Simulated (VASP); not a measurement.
Here is a VASP 6.6.1 calculation.

Contents of INCAR:

```
SYSTEM = W
  ALGO = Fast
  EDIFF = 1E-7
  ENCUT = 520
  GGA = PE
  ISIF = 2
  ISMEAR = 0
  LASPH = .TRUE.
  LCHARG = .FALSE.
  LREAL = .FALSE.
  LWAVE = .FALSE.
  NELM = 80
  PREC = Accurate
  SIGMA = 0.1
```

KPOINTS

```
k-points
0
G
  18 18 18
  0 0 0
```

File POSCAR:

```
W                                       
1.0
   -1.5697758268      1.5697758268      1.5697758268
    1.5697758268     -1.5697758268      1.5697758268
    1.5697758268      1.5697758268     -1.5697758268
  W             
     1
Direct
     0.0000000000000000    0.0000000000000000    0.0000000000000000
```

Potentials or basis: VASP PAW PBE potentials, release 64 (W).

Command:

```sh
$ cat potpaw_PBE.64/W/POTCAR > POTCAR
$ mpirun -np 1 vasp_std > vasp.out
```

**Question.** What does it give for the band gap on the k mesh?

**Answer.** None (metal or under the smearing width).

**Question.** Estimate the pressure.

**Answer.** 10.3 GPa.

The run has no spin-orbit coupling, so splittings on W are missing.
